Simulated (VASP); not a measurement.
```
CELL_PARAMETERS angstrom
      4.23489     0.00000     0.00000
     -2.11744     3.66752     0.00000
      0.00000     0.00000     6.99406
ATOMIC_POSITIONS crystal
  Cu 0.66667 0.33333 0.87307
  Cu 0.33333 0.66667 0.37307
  I  0.66667 0.33333 0.50193
  I  0.33333 0.66667 0.00193
```

Calculation: r2SCAN meta-GGA, VASP's PBE PAW potentials (set 64) (plane waves; VASP). Numerical set-up: 400 eV cut-off, 7×7×4 Γ-centred mesh, tetrahedra with Blöchl corrections, potentials Cu I.

The cores are frozen, which limits the accuracy of field gradients.

Task: Give the principal components of the electric field gradient (V/Å²) and the asymmetry η at each nucleus.

Result: 
```
atom   Vxx   Vyy   Vzz     η
----  ----  ----  ----  ----
Cu1    0.8   0.8  -1.6  0.00
Cu2    0.8   0.8  -1.6  0.00
I3    -9.1  -9.1  18.2  0.00
I4    -9.1  -9.1  18.2  0.00
```

The structure comes from a computed database's CuI entry (P6_3mc); how it stands against other phases isn't given here. It was relaxed first.
